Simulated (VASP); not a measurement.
Y: transverse stress against strain

Y (hcp, P6_3/mmc, 32.679 Å³/atom and stress up to 0.23 GPa in the relaxed cell, c along z) under a strain ε along c (axis z), the other axes held. PBE in VASP (plane waves, PAW), 480 eV, 18×18×8 Γ-centred mesh, Methfessel-Paxton smearing 0.10 eV; ions are relaxed, or left where forces stay under 0.02 eV/Å, within the symmetry of each cell. Stress is positive for a compressed cell.

Here s stands for strain and y for stress xx.

| strain (%) | stress xx (GPa) |
|---|---|
| -3.00 | ? |
| -1.50 | 0.29 |
| -1.00 | 0.18 |
| -0.50 | 0.08 |
| 0.00 | -0.02 |
| 0.50 | -0.12 |
| 1.00 | -0.22 |
| 1.50 | -0.31 |

The 7 complete rows are fitted with a straight line, y against s. Means: s 0, y -0.017. About the means, the sum of products is -1.4000 and the sum of squares of s is 7.0000; the slope is their ratio. Least squares gives y = -0.017 - 0.2000·s. Residuals (row less fit): 0.007, -0.003, -0.003, -0.003, -0.003, -0.003, 0.007; standard error 0.005 (degrees of freedom: 5). The slope gives the elastic constant C13 = about 20 GPa.

### Question
What does the fit predict for y at s = -3.00, and how far is the calculated value from it?

### Answer
y = -0.017 - 0.2000 × (-3.0) = 0.583 GPa. The calculation gives 0.63 GPa, 0.047 GPa above the prediction (5.0 % of the range of y in the table). The row lies outside the fitted rows, so this is an extrapolation. The scatter of the fitted rows lies at the last printed digit.

A polynomial of degree 2 through the 12 other runs of the series gives 0.62 there, so most of the miss is curvature that the fit leaves out. In a metal these values are sensitive to mesh and smearing; energies are taken to zero smearing, stresses follow the free energy. The runs aren't spin-polarised. Rows are the converged runs of the series near zero and its far end, less any whose ions stayed unrelaxed beside relaxed ones; series whose fitted rows scatter by over a few per cent of the range, as at a crossing or softening among them, aren't shown in this form. Most that stay on the fit to the last digits aren't either.
